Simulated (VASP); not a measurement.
Here is a VASP 6.6.1 calculation.

File INCAR:

```
SYSTEM = Ag
ALGO = Fast
DIPOL = 0.5 0.5 0.500
EDIFF = 1E-6
ENCUT = 520
GGA = CA
ICORELEVEL = 1
IDIPOL = 3
ISIF = 2
ISMEAR = 1
KPAR = 4
LASPH = .TRUE.
LCHARG = .FALSE.
LDIPOL = .TRUE.
LREAL = .FALSE.
LVACPOTAV = .TRUE.
LVHAR = .TRUE.
LWAVE = .FALSE.
NELM = 80
PREC = Accurate
SIGMA = 0.1
```

Contents of KPOINTS:

```
k-points
0
G
  14 14 1
  0 0 0
```

The input POSCAR:

```
Ag                                      
1.0
    2.8300959000      0.0000000000      0.0000000000
    0.0000000000      2.8300959000      0.0000000000
    0.0000000000      0.0000000000     27.0070800000
  Ag            
     7
Direct
     0.5000000000000000    0.5000000000000000    0.2786361474018247
     0.0000000000000000    0.0000000000000000    0.3512458705154502
     0.5000000000000000    0.5000000000000000    0.4256612455089848
     1.0000000000000000    1.0000000000000000    0.5000000000000000
     0.5000000000000000    0.5000000000000000    0.5743387544910153
     1.0000000000000000    0.0000000000000000    0.6487541294845499
     0.5000000000000000    0.5000000000000000    0.7213638525981755
```

Potentials or basis: VASP PAW LDA potentials, release 64 (Ag).

Command:

```sh
$ cat potpaw_LDA.64/Ag/POTCAR > POTCAR
$ mpirun -np 4 vasp_std > vasp.out
```

Q: Estimate the largest force.

A: 0.019 eV/Å.

Q: Estimate the band gap on the k mesh.

A: None (metal or under the smearing width).

Q: Predict the work function of the upper face.

A: 4.69 eV.

Q: Predict the work function of the lower face.

A: 4.69 eV.

Forces in eV/Å, atoms in the order of the input:
```
Ag   0.000  0.000  0.016
Ag   0.000  0.000  0.019
Ag   0.000  0.000  0.005
Ag   0.000  0.000  0.000
Ag   0.000  0.000 -0.005
Ag   0.000  0.000 -0.019
Ag   0.000  0.000 -0.016
```
